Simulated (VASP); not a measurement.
Level of theory: PBE GGA with D4 dispersion, VASP's PBE PAW potentials (set 64) (plane waves; VASP).

VASP ran on this input.

### POSCAR
```
MnF2
1
    4.9807035421     0.0000000000     0.0000000000
    0.0000000000     4.9807035421     0.0000000000
    0.0000000000     0.0000000000     3.3848179664
Mn F
2 4
Direct
  0.0000000000   1.0000000000   0.0000000000
  0.5000000000   0.5000000000   0.5000000000
  0.3033658923   0.3033658923   1.0000000000
  0.8033658923   0.1966341077   0.5000000000
  0.1966341077   0.8033658923   0.5000000000
  0.6966341077   0.6966341077   0.0000000000
```

**KPOINTS**
```
Automatic mesh
0
Gamma
5 5 7
0 0 0
```

### INCAR
```
ALGO=Normal
EDIFF=1E-7
EDIFFG=-0.01
ENCUT=520
GGA=PE
IBRION=2
ISIF=4
ISMEAR=0
ISPIN=2
IVDW=13
LASPH=.TRUE.
LCHARG=.FALSE.
LMAXMIX=4
LORBIT=10
LREAL=.FALSE.
LWAVE=.FALSE.
MAGMOM=4.5 -4.5 -0.0 0.0 0.0 -0.0
NELM=100
NSW=30
PREC=Accurate
SIGMA=0.05
SYSTEM=MnF2
```

POTCAR, in this order: Mn_pv F (PBE.64 set). Program: vasp_std.

What VASP printed:

OSZICAR:
```
       N       E                     dE             d eps       ncg     rms          rms(c)
DAV:   1     0.700085704220E+03    0.70009E+03   -0.31428E+04  3168   0.188E+03
DAV:   2     0.319099312482E+02   -0.66818E+03   -0.64496E+03  3424   0.540E+02
DAV:   3    -0.412479189024E+02   -0.73158E+02   -0.72587E+02  3520   0.184E+02
DAV:   4    -0.433471201304E+02   -0.20992E+01   -0.20735E+01  3616   0.304E+01
DAV:   5    -0.433818654072E+02   -0.34745E-01   -0.34741E-01  3328   0.453E+00    0.190E+01
DAV:   6    -0.392816767906E+02    0.41002E+01   -0.28053E+01  3680   0.375E+01    0.141E+01
DAV:   7    -0.394193102518E+02   -0.13763E+00   -0.19300E+00  3248   0.103E+01    0.960E+00
DAV:   8    -0.392657581407E+02    0.15355E+00   -0.43628E-01  3280   0.589E+00    0.334E+00
DAV:   9    -0.394099866012E+02   -0.14423E+00   -0.90685E-02  3792   0.330E+00    0.817E-01
DAV:  10    -0.394152500129E+02   -0.52634E-02   -0.21415E-02  3208   0.947E-01    0.154E-01
DAV:  11    -0.394156630637E+02   -0.41305E-03   -0.92649E-04  3568   0.276E-01    0.668E-02
DAV:  12    -0.394158679617E+02   -0.20490E-03   -0.97848E-05  3392   0.781E-02    0.430E-02
DAV:  13    -0.394159213124E+02   -0.53351E-04   -0.53063E-05  3488   0.512E-02    0.177E-02
DAV:  14    -0.394159308979E+02   -0.95855E-05   -0.17176E-05  3520   0.314E-02    0.421E-03
DAV:  15    -0.394159312523E+02   -0.35439E-06   -0.94076E-07  2992   0.756E-03    0.191E-03
DAV:  16    -0.394159316057E+02   -0.35345E-06   -0.26297E-07  2720   0.348E-03    0.945E-04
DAV:  17    -0.394159316223E+02   -0.16596E-07   -0.16347E-08  1840   0.112E-03
   1 F= -.40294216E+02 E0= -.40294216E+02  d E =-.402942E+02  mag=     0.0000
       N       E                     dE             d eps       ncg     rms          rms(c)
DAV:   1    -0.394212787349E+02   -0.53471E-02   -0.38397E-01  3072   0.480E+00    0.513E-01
DAV:   2    -0.394190512395E+02    0.22275E-02   -0.89204E-03  3512   0.763E-01    0.307E-01
DAV:   3    -0.394179905311E+02    0.10607E-02   -0.11681E-03  4032   0.287E-01    0.167E-01
DAV:   4    -0.394178695767E+02    0.12095E-03   -0.34358E-04  3624   0.132E-01    0.493E-02
DAV:   5    -0.394178724503E+02   -0.28735E-05   -0.22768E-05  3160   0.329E-02    0.307E-02
DAV:   6    -0.394178734092E+02   -0.95896E-06   -0.26613E-06  3840   0.130E-02    0.125E-02
DAV:   7    -0.394178737833E+02   -0.37404E-06   -0.55602E-07  3328   0.564E-03    0.201E-03
DAV:   8    -0.394178738310E+02   -0.47688E-07   -0.47346E-08  1960   0.189E-03
   2 F= -.40295791E+02 E0= -.40295791E+02  d E =-.157486E-02  mag=     0.0000
       N       E                     dE             d eps       ncg     rms          rms(c)
DAV:   1    -0.394436536200E+02   -0.25780E-01   -0.26124E+00  3072   0.125E+01    0.134E+00
DAV:   2    -0.394285117551E+02    0.15142E-01   -0.60578E-02  3528   0.199E+00    0.803E-01
DAV:   3    -0.394213473136E+02    0.71644E-02   -0.78428E-03  3976   0.742E-01    0.439E-01
DAV:   4    -0.394204815978E+02    0.86572E-03   -0.23400E-03  3624   0.345E-01    0.128E-01
DAV:   5    -0.394205013323E+02   -0.19734E-04   -0.15974E-04  3168   0.871E-02    0.798E-02
DAV:   6    -0.394205078406E+02   -0.65084E-05   -0.18150E-05  3848   0.336E-02    0.324E-02
DAV:   7    -0.394205102043E+02   -0.23636E-05   -0.38236E-06  3624   0.146E-02    0.527E-03
DAV:   8    -0.394205105157E+02   -0.31147E-06   -0.31671E-07  2896   0.426E-03    0.209E-03
DAV:   9    -0.394205106006E+02   -0.84876E-07   -0.69121E-08  1888   0.249E-03
   3 F= -.40297491E+02 E0= -.40297491E+02  d E =-.327537E-02  mag=     0.0000
```

**OUTCAR**
```
------------------------ aborting loop because EDIFF is reached ----------------------------------------
  Edisp (eV):   -0.87698
  FORCE on cell =-STRESS in cart. coord.  units (eV):
  Direction    XX          YY          ZZ          XY          YZ          ZX
  --------------------------------------------------------------------------------------
  Total      -2.37618    -2.37618    -2.36399     0.00000     0.00000     0.00000
  in kB     -45.33922   -45.33922   -45.10660     0.00000     0.00000     0.00000
  external pressure =      -45.26 kB  Pullay stress =        0.00 kB
  volume of cell :       83.97
      direct lattice vectors                 reciprocal lattice vectors
     5.006427375  0.000000000  0.000000000     0.199743235  0.000000000  0.000000000
    -0.000000000  5.006427375  0.000000000     0.000000000  0.199743235  0.000000000
     0.000000000  0.000000000  3.350123845     0.000000000  0.000000000  0.298496428
 POSITION                                       TOTAL-FORCE (eV/Angst)
 -----------------------------------------------------------------------------------
     -0.00000      0.00000      0.00000        -0.000000      0.000000      0.000000
      2.50321      2.50321      1.67506         0.000000      0.000000      0.000000
      1.52382      1.52382      0.00000         0.000979      0.000979     -0.000000
      4.02704      0.97939      1.67506         0.000979     -0.000979      0.000000
      0.97939      4.02704      1.67506        -0.000979      0.000979     -0.000000
      3.48261      3.48261      0.00000        -0.000979     -0.000979      0.000000
 -----------------------------------------------------------------------------------
    total drift:                                0.000000     -0.000000     -0.000000
  FREE ENERGIE OF THE ION-ELECTRON SYSTEM (eV)
  ---------------------------------------------------
  free  energy   TOTEN  =       -40.2974913803 eV

  energy  without entropy=      -40.2974913803  energy(sigma->0) =      -40.29749138

 total charge

# of ion       s       p       d       tot
------------------------------------------
    1        0.150   6.125   4.931  11.207
    2        0.150   6.125   4.931  11.207
    3        1.734   4.351   0.000   6.085
    4        1.734   4.351   0.000   6.085
    5        1.734   4.351   0.000   6.085
    6        1.734   4.351   0.000   6.085
--------------------------------------------------
tot          7.238  29.652   9.863  46.753

 magnetization (x)

# of ion       s       p       d       tot
------------------------------------------
    1        0.017   0.015   4.524   4.557
    2       -0.017  -0.015  -4.524  -4.557
    3       -0.002  -0.024   0.000  -0.027
    4        0.002   0.024   0.000   0.027
    5        0.002   0.024   0.000   0.027
    6       -0.002  -0.024   0.000  -0.027
--------------------------------------------------
tot         -0.000   0.000   0.000   0.000

 reached required accuracy - stopping structural energy minimisation
```
(Selected blocks of OUTCAR.)

File CONTCAR:
```
MnF2
   1.00000000000000
     5.0064273749347956    0.0000000000000000    0.0000000000000000
    -0.0000000000000000    5.0064273749347956    0.0000000000000000
     0.0000000000000000    0.0000000000000000    3.3501238446591706
  Mn              F
     2     4
Direct
     0.0000000000000000    0.0000000000000000    0.0000000000000000
     0.5000000000000000    0.5000000000000000    0.5000000000000000
     0.3043731096231747    0.3043731096231747    0.0000000000000000
     0.8043731096231748    0.1956268903768253    0.5000000000000000
     0.1956268903768253    0.8043731096231748    0.5000000000000000
     0.6956268903768252    0.6956268903768252    0.0000000000000000
```

The compound is MnF2 in the rutile structure. This cell is one point of a volume scan, at 1.06 of the reference volume. Symmetry was kept, so distortions that lower it aren't found.
